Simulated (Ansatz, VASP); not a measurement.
# One calculation of CrN2, two programs

```
Cr N
1.0
     3.87560    0.00000    0.00000
     0.00000    4.77723    0.00000
     0.00000    0.00000    2.76548
Cr N
2 4
Direct
  0.00000 0.00000 0.00000
  0.50000 0.50000 0.50000
  0.86617 0.58878 0.00000
  0.13383 0.41123 0.00000
  0.36617 0.91122 0.50000
  0.63383 0.08878 0.50000
```

Change from the starting cell: volume scaled by 0.98.

Alike in both runs: task single point; functional PBE; k mesh 7 × 6 × 10; occupations fermi-dirac, width 0.05 eV; collinear spin, ferromagnetic start.

```csv
,VASP,Ansatz
version,VASP 6.6.1,Ansatz 0.2.0
potentials or method,"VASP PAW PBE potentials, release 64 (Cr_pv, N)",Ansatz PAW
plane-wave cutoff (eV),520,420
valence electrons in the cell,44,48
```

```tsv
	VASP	Ansatz	Ansatz less VASP
gap on the k mesh at the Fermi level (eV)	none	none	-
pressure (GPa)	4.8	4.5	-0.36
largest component of the traceless stress (GPa)	0.38	0.21	-0.168
rms of the force components (eV/Å)	0.149	0.140	-0.0097
net moment per atom (μB)	0.70	0.70	0.000
size of the moment on the site where the two differ most (μB)	2.20	1.87	-0.331
```

Site moments also hang on the region over which each program counts them. Atom by atom the forces differ by 0.010 eV/Å (rms over components). A gap of «none» marks a metal or a gap that the smearing closes. The two sets of potentials don't hold the same shells in valence.

Caveats: only a ferromagnetic start was run, and an antiferromagnetic order may lie lower in energy; the pressure holds a Pulay correction of +0.8 GPa for the finite cutoff (Ansatz).
